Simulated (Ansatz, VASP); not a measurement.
# GaF in VASP and in Ansatz

File INCAR:

```
PREC = Accurate
ENCUT = 600
EDIFF = 1E-6
ISMEAR = -1
SIGMA = 0.05
LREAL = F
LASPH = T
NELM = 100
ALGO = Fast
ISIF = 3
LWAVE = F
LCHARG = F
GGA = PE
IBRION = 2
NSW = 60
EDIFFG = -0.01
```

The input KPOINTS:

```
Automatic mesh
0
Gamma
  9 9 9
```

File POSCAR:

```
GaF
1.0
    0.0000000000      2.5769602800      2.5769602800
    2.5769602800      0.0000000000      2.5769602800
    2.5769602800      2.5769602800      0.0000000000
Ga F
1 1
Direct
    0.2500000000      0.2500000000      0.2500000000
    0.0000000000      0.0000000000      0.0000000000
```

input.yaml

```yaml
crystal:
  lattice:
    - [0.0, 2.57696028, 2.57696028]
    - [2.57696028, 0.0, 2.57696028]
    - [2.57696028, 2.57696028, 0.0]
  atoms:
    - { symbol: Ga, position: [0.25, 0.25, 0.25] }
    - { symbol: F, position: [0.0, 0.0, 0.0] }
hamiltonian:
  xc: pbe
  pseudopotentials: { kind: paw }
kpoints:
  mp_grid: { grid: [9, 9, 9] }
scf:
  occupations: { method: fermi_dirac, width: 0.05 }
output:
  forces: true
  stress: true
  eigenvalues: true
  write_density: true
  write_potential: true
  elf: true
  volumetric_format: npy
relax:
  f_tol: 0.01
  max_steps: 40
  cell: { stress_tol: 0.05 }
```

The cell was built by a generator and needn't be a form met in nature.

Alike in both runs: task relaxation of cell and atoms; functional PBE; k mesh 9 × 9 × 9; occupations fermi-dirac, width 0.05 eV; no spin polarisation.

|  | VASP | Ansatz |
| --- | --- | --- |
| version | VASP 6.6.1 | Ansatz 0.2.0 |
| potentials or method | VASP PAW PBE potentials, release 64 (Ga_d, F) | Ansatz PAW |
| plane-wave cutoff (eV) | 600 | 420 |
| valence electrons in the cell | 20 | 20 |

VASP gave:

```
gap on the k mesh at the Fermi level, each at its own relaxed structure (eV) : 2.38
relaxed volume (Å³/atom)                                                     : 22.79
relaxed cell length with the largest relative difference (Å)                 : 4.010
energy change over the relaxation (meV/atom)                                 : -205
```

What did Ansatz give for the same quantities?

gap on the k mesh at the Fermi level, each at its own relaxed structure (eV): 2.42; relaxed volume (Å³/atom): 23.05; relaxed cell length with the largest relative difference (Å): 4.024; energy change over the relaxation (meV/atom): -208.

Caveats: the volume moved by over 15 % at a fixed basis, so the end points are rough; an odd mesh through Γ misses points on the zone boundary, where band edges often lie (VASP); odd divisions of the mesh miss points on the zone boundary, where band edges often lie, so the gap on the mesh can be too wide (Ansatz); the plane-wave basis is chosen anew once the cell has moved, so the energies of steps on either side of that aren't comparable (Ansatz).
